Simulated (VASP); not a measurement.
Data:

```xyz
5
Lattice="3.9754 0.0000 0.0000 1.9861 3.4440 0.0000 0.0164 0.0283 9.8641" Properties=species:S:1:pos:R:3 pbc="T T T"
In     2.0014     1.1739     7.9936
In     3.9765     2.2985     1.8705
Se     0.0000     0.0000     0.0000
Se     1.9886     1.1498     3.1925
Se     3.9893     2.3226     6.6716
```

Calculation: PBEsol GGA, VASP's PBE PAW potentials (set 64) (plane waves; VASP). Numerical set-up: 300 eV cut-off, 4×4×2 Γ-centred mesh, Fermi-Dirac smearing of 0.10 eV, potentials In_d Se.

At this cut-off the stress carries a Pulay error, which pulls relaxed volumes low.

Q: Which forces act on the atoms, in eV/Å?

A: 
| atom | Fx | Fy | Fz |
|---|---|---|---|
| In1 | 0.003 | 0.003 | 0.197 |
| In2 | -0.003 | -0.003 | -0.197 |
| Se3 | 0.000 | 0.000 | 0.000 |
| Se4 | 0.002 | 0.002 | 0.086 |
| Se5 | -0.002 | -0.002 | -0.086 |

Q: Give the stress tensor in GPa (positive for a compressed cell).

A: 
```
-0.63   0.00   0.00
 0.00  -0.63   0.00
 0.00   0.00  -1.12
```
The pressure is its mean diagonal, -0.79 GPa.

The structure comes from a computed database's In2Se3 entry; how it stands against other phases isn't given here. The cell was not relaxed at this level, atoms are displaced from their ideal sites. The k-mesh is coarse (spacing up to 0.46 per Å, 2π included), so the numbers may not be converged in it.
